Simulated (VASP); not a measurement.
# GaSn (Fmmm) in VASP: a series of runs, part 2 of 2

VASP 6.6.1. Earlier steps stand in the parts before.

## 4. Relaxation of cell and atoms, PBEsol

File INCAR:

```
PREC = Accurate
ENCUT = 600
EDIFF = 1E-6
ISMEAR = -1
SIGMA = 0.05
LREAL = F
LASPH = T
NELM = 100
ALGO = Normal
ISIF = 3
LWAVE = F
LCHARG = F
GGA = PS
IBRION = 2
NSW = 40
EDIFFG = -0.02
```

File KPOINTS:

```
regular mesh
0
Gamma
  8 8 8
```

File POSCAR:

```
GaSn
1.0
    0.0000000000      2.9028814200      3.0982155700
    2.7292512900      0.0000000000      3.0982155700
    2.7292512900      2.9028814200      0.0000000000
Ga Sn
1 1
Direct
    0.5000000000      0.5000000000      0.5000000000
    0.0000000000      0.0000000000      0.0000000000
```

Potentials or basis: VASP PAW PBE potentials, release 64 (Ga_d, Sn_d).

Command:

```console
$ cat potpaw_PBE.64/Ga_d/POTCAR potpaw_PBE.64/Sn_d/POTCAR > POTCAR
$ mpirun -np 1 vasp_std > vasp.out
```

OUTCAR:

```text
PREC = Accurate
   ENCUT = 600
   EDIFF = 1E-6
   ISMEAR = -1
   LREAL = F
   LASPH = T
   NELM = 100
   ISIF = 3
   GGA = PS
   IBRION = 2
   NSW = 40
   EDIFFG = -0.02

 ion  position               nearest neighbor table
   1  0.500  0.500  0.500-   2 2.73   2 2.73   2 2.90   2 2.90   2 3.10   2 3.10
   2  0.000  0.000  0.000-   1 2.73   1 2.73   1 2.90   1 2.90   1 3.10   1 3.10

  LATTYP: Found a face centered orthorhombic cell.
 ALAT       =     5.4585025800
 B/A-ratio  =     1.0636182277
 C/A-ratio  =     1.1351888268

  Lattice vectors:

 A1 = (   0.0000000000,   2.9028814200,   3.0982155700)
 A2 = (   2.7292512900,   0.0000000000,   3.0982155700)
 A3 = (   2.7292512900,   2.9028814200,   0.0000000000)

Analysis of symmetry for initial positions (statically):
=====================================================================
 Subroutine PRICEL returns:
 Original cell was already a primitive cell.

 Routine SETGRP: Setting up the symmetry group for a
 face centered orthorhombic supercell.

 Subroutine GETGRP returns: Found  8 space group operations
 (whereof  8 operations were pure point group operations)
 out of a pool of  8 trial point group operations.

The static configuration has the point symmetry D_2h.

Analysis of symmetry for dynamics (positions and initial velocities):
=====================================================================
 Subroutine PRICEL returns:
 Original cell was already a primitive cell.

 Routine SETGRP: Setting up the symmetry group for a
 face centered orthorhombic supercell.

 Subroutine GETGRP returns: Found  8 space group operations
 (whereof  8 operations were pure point group operations)
 out of a pool of  8 trial point group operations.

The dynamic configuration has the point symmetry D_2h.

 Subroutine INISYM returns: Found  8 space group operations
 (whereof  8 operations are pure point group operations),
 and found     1 'primitive' translations

----------------------------------------------------------------------------------------

                                     Primitive cell

  volume of cell :      49.0924

  direct lattice vectors                    reciprocal lattice vectors
     0.000000000  2.902881420  3.098215570    -0.183200426  0.172242654  0.161383218
     2.729251290  0.000000000  3.098215570     0.183200426 -0.172242654  0.161383218
     2.729251290  2.902881420  0.000000000     0.183200426  0.172242654 -0.161383218

  length of vectors
     4.245663700  4.128892384  3.984411267     0.298788339  0.298788339  0.298788339

  position of ions in fractional coordinates (direct lattice)
     0.500000000  0.500000000  0.500000000
     0.000000000  0.000000000  0.000000000

  ion indices of the primitive-cell ions
   primitive index   ion index
                 1           1
                 2           2

----------------------------------------------------------------------------------------

 KPOINTS: regular mesh

Automatic generation of k-mesh.
 Grid dimensions read from file:
 generate k-points for:    8    8    8

[... 45 lines left out ...]
   k-points           NKPTS =     95   k-points in BZ     NKDIM =     95   number of bands    NBANDS=     17
   number of dos      NEDOS =    301   number of ions     NIONS =      2
   total plane-waves  NPLWV =  41472
   dimension x,y,z NGX =    36 NGY =   36 NGZ =   32
   dimension x,y,z NGXF=    72 NGYF=   72 NGZF=   64
   ions per type =               1   1
   NGX,Y,Z   is equivalent  to a cutoff of  14.10, 14.50, 13.35 a.u.
   NGXF,Y,Z  is equivalent  to a cutoff of  28.19, 28.99, 26.70 a.u.
 SYSTEM =  unknown system
   PREC   = accura    normal or accurate (medium, high low for compatibility)
   ISTART =      0    job   : 0-new  1-cont  2-samecut
   ICHARG =      2    charge: 1-file 2-atom 10-const
   ISPIN  =      1    spin polarized calculation?
   LNONCOLLINEAR =      F non collinear calculations
   LSORBIT =      F    spin-orbit coupling
   LASPH  =      T    aspherical Exc in radial PAW
   ENCUT  =  600.0 eV  44.10 Ry    6.64 a.u.   8.48  8.25  7.96*2*pi/ulx,y,z
   NELM   =    100;   NELMIN=  2; NELMDL= -5     # of ELM steps
   EDIFF  = 0.1E-05   stopping-criterion for ELM
   LREAL  =      F    real-space projection
   EDIFFG = -.2E-01   stopping-criterion for IOM
   NSW    =     40    number of steps for IOM
   IBRION =      2    ionic relax: 0-MD 1-quasi-New 2-CG
   NFREE  =      1    steps in history (QN), initial steepest desc. (CG)
   ISIF   =      3    stress and relaxation
   ISYM   =      2    0-nonsym 1-usesym 2-fastsym
   POTIM  = 0.5000    time-step for ionic-motion
   TEBEG  =    0.0;   TEEND  =   0.0 temperature during run
   PSTRESS=    0.0 pullay stress
   NELECT =      27.0000    total number of electrons
   NUPDOWN=      -1.0000    fix difference up-down
   EMIN   =  10.00;   EMAX   =-10.00  energy-range for DOS
   EFERMI =   0.00;   METHOD = LEGACY
   ISMEAR =    -1;   SIGMA  =   0.05  broadening in eV -4-tet -1-fermi 0-gaus
   EFERMI_NEDOS =   21; number of points for ismear=-14 and -15
   IALGO  =     38    algorithm
   IMIX   =      4    mixing-type and parameters
     AMIX     =   0.40;   BMIX     =  1.00
     AMIX_MAG =   1.60;   BMIX_MAG =  1.00
  volume/ion in A,a.u.               =      24.55       165.65
  Fermi-wavevector in a.u.,A,eV,Ry     =   1.341296  2.534682 24.477898  1.799075
  Thomas-Fermi vector in A             =   2.469541
   LORBIT       =      0    0 simple, 1 ext, 2 COOP (PROOUT), +10 PAW based schemes
   GGA     = PS    functional components
   LHFCALC =     F    Hartree Fock is set to
   AEXX    =    0.0000 exact exchange contribution
   IVDW    =     0    specifies the selected vdW correction
   LEPSILON=     F    determine dielectric tensor
   LRPA    =     F    only Hartree local field effects (RPA)
 conjugate gradient relaxation of ions
 non-spin polarized calculation
  energy-cutoff  :      600.00
  volume of cell :       49.09
 maximum number of plane-waves:      1666
 NGX is ok and might be reduce to    36
   NGX = 17   NGY = 17   NGZ = 15

--------------------------------------- Ionic step        1  -------------------------------------------

 number of electron      27.0000004 magnetization

 Free energy of the ion-electron system (eV)
  ---------------------------------------------------
  ext. energy  EPLUGINS =         0.00000000
  ---------------------------------------------------
  free energy    TOTEN  =        -7.35485753 eV

  energy without entropy =       -7.34550026  energy(sigma->0) =       -7.35017889

------------------------ aborting loop because EDIFF is reached ----------------------------------------

  FORCE on cell =-STRESS in cart. coord.  units (eV):
  Direction    XX          YY          ZZ          XY          YZ          ZX
  --------------------------------------------------------------------------------------
  -------------------------------------------------------------------------------------
  Total        0.9889786     -0.6391002     -2.0270339     -0.0000000      0.0000000      0.0000000
  in kB       32.2762470    -20.8576377    -66.1541564     -0.0000000      0.0000000      0.0000000
  external PRESSURE =     -18.2451824 kB  Pullay stress =       0.0000000 kB
[... 275 lines left out ...]
--------------------------------------- Ionic step        9  -------------------------------------------

 number of electron      26.9999999 magnetization

 Free energy of the ion-electron system (eV)
  ---------------------------------------------------
  ext. energy  EPLUGINS =         0.00000000
  ---------------------------------------------------
  free energy    TOTEN  =        -7.49256277 eV

  energy without entropy =       -7.48335076  energy(sigma->0) =       -7.48795676

 E-fermi :   6.6339     XC(G=0): -10.6798

 val. band max:        6.6099000676   @ k =   0.5000   0.1250   0.0000
 cond. band min:       6.6546507741   @ k =  -0.3750   0.2500   0.0000
 fundamental gap:      0.0447507065
 Fermi energy:         6.6338983771

 k-point     1 :       0.0000    0.0000    0.0000
  band No.  band energies     occupation
      1     -14.6431      2.00000
      2     -14.6428      2.00000
      3     -14.6113      2.00000
      4     -14.6113      2.00000
      5     -14.6111      2.00000
      6      -8.1447      2.00000
[... 457 lines left out ...]
      4     -14.5930      2.00000
      5     -14.5887      2.00000
      6      -8.1877      2.00000
[... 9 lines left out ...]
     16      12.0416      0.00000
     17      12.1308      0.00000

 [... further k-points ...]

------------------------ aborting loop because EDIFF is reached ----------------------------------------

  FORCE on cell =-STRESS in cart. coord.  units (eV):
  Direction    XX          YY          ZZ          XY          YZ          ZX
  --------------------------------------------------------------------------------------
  -------------------------------------------------------------------------------------
  Total       -0.0280476     -0.0291877     -0.0201593     -0.0000000      0.0000000      0.0000000
  in kB       -0.9732822     -1.0128455     -0.6995485     -0.0000000      0.0000000      0.0000000
  external PRESSURE =      -0.8952254 kB  Pullay stress =       0.0000000 kB
[... 17 lines left out ...]
  FREE ENERGIE OF THE ION-ELECTRON SYSTEM (eV)
  ---------------------------------------------------
  free  energy   TOTEN  =        -7.4925627744 eV

  energy  without entropy=       -7.4833507553  energy(sigma->0) =       -7.48795676

 reached required accuracy - stopping structural energy minimisation
```

CONTCAR:

```text
GaSn
   1.00000000000000
    -0.0000000000000000    2.8477958320950014    2.8469974569079146
     2.8473542306763790   -0.0000000000000000    2.8469974569079146
     2.8473542306763790    2.8477958320950014    0.0000000000000000
  Ga              Sn
     1     1
Direct
     0.5000000000000000    0.5000000000000000    0.5000000000000000
     0.0000000000000000    1.0000000000000000    0.0000000000000000

  0.00000000E+00  0.00000000E+00  0.00000000E+00
  0.00000000E+00  0.00000000E+00  0.00000000E+00
```

Wall time 2.7 min (1 thread of Intel Xeon 6975P-C (Granite Rapids), shared host); peak memory 0.28 GiB.

What came out:

| Property | Result |
| --- | --- |
| Free energy | -7.4926 eV |
| Relaxed volume | 23.09 Å³/atom |
| Relaxed cell | a = 4.027 Å, b = 4.027 Å, c = 4.027 Å, α = 60.00°, β = 59.99°, γ = 60.01° |
| Space group after relaxing (to 0.05 Å) | Fm-3m (No. 225) |
| Energy gained by relaxing | 68.9 meV/atom |
| Ionic steps | 9 |
| Pressure after relaxing | -0.1 GPa |
| Band gap on the k mesh | none (metal or under the smearing width) |

The path:
```tsv
step	energy change (eV)	largest force (eV/Å)	pressure (GPa)	volume (Å³)
1	0.0000	0.0000	-1.82	49.09
2	-0.1110	0.0000	-0.85	47.07
3	-0.1344	0.0000	1.06	45.37
4	-0.1366	0.0000	0.54	45.73
5	-0.1366	0.0000	0.44	45.80
6	-0.1376	0.0000	-0.14	46.27
7	-0.1376	0.0000	-0.05	46.23
8	-0.1376	0.0000	-0.13	46.24
9	-0.1377	0.0000	-0.09	46.17
```

Final structure:
```
CELL_PARAMETERS angstrom
0.00000 2.84780 2.84700
2.84735 0.00000 2.84700
2.84735 2.84780 0.00000
ATOMIC_POSITIONS crystal
Ga 0.50000 0.50000 0.50000
Sn 0.00000 0.00000 0.00000
```

Levels at points of the mesh, in eV from the Fermi level:
| k point | band 10 | band 11 | band 12 | band 13 | band 14 | band 15 | band 16 | band 17 |
| --- | --- | --- | --- | --- | --- | --- | --- | --- |
| (0.00, 0.00, 0.00) | -14.77 | -11.07 | 1.30 | 1.30 | 1.30 | 1.82 | 6.97 | 7.17 |
| (0.50, 0.00, 0.00) | -14.76 | -7.88 | -7.21 | 1.99 | 2.00 | 2.54 | 2.54 | 3.58 |
| (0.50, 0.50, 0.00) | -14.75 | -7.22 | -4.69 | -2.98 | -1.64 | -1.64 | 3.34 | 10.34 |
| (0.50, 0.00, 0.50) | -14.75 | -7.23 | -4.69 | -2.98 | -1.64 | -1.64 | 3.35 | 10.35 |
| (0.00, 0.50, 0.50) | -14.75 | -7.23 | -4.69 | -2.98 | -1.64 | -1.64 | 3.35 | 10.35 |

Caveat: the PAW data sets were made with another functional, which shifts forces and pressure a little.

## 5. Overview

```tsv
level	potentials or basis	gap on the mesh (eV)	pressure (GPa)	relaxed volume (Å³/atom)
LDA	VASP PAW LDA potentials, release 64 (Ga_d, Sn_d)	none	0.0	22.42
PBE	VASP PAW PBE potentials, release 64 (Ga_d, Sn_d)	none	0.0	24.49
PBEsol	VASP PAW PBE potentials, release 64 (Ga_d, Sn_d)	none	-0.1	23.09
```

Alike in all rows: task relaxation of cell and atoms; no spin polarisation; cell relaxed; k mesh 8 × 8 × 8; cutoff (eV) 600; smearing fermi-dirac 0.05 eV.

Caveats: the PAW data sets were made with another functional, which shifts forces and pressure a little (some runs).

Total energies depend on the potentials used, so only differences within one code and one set of settings carry meaning.
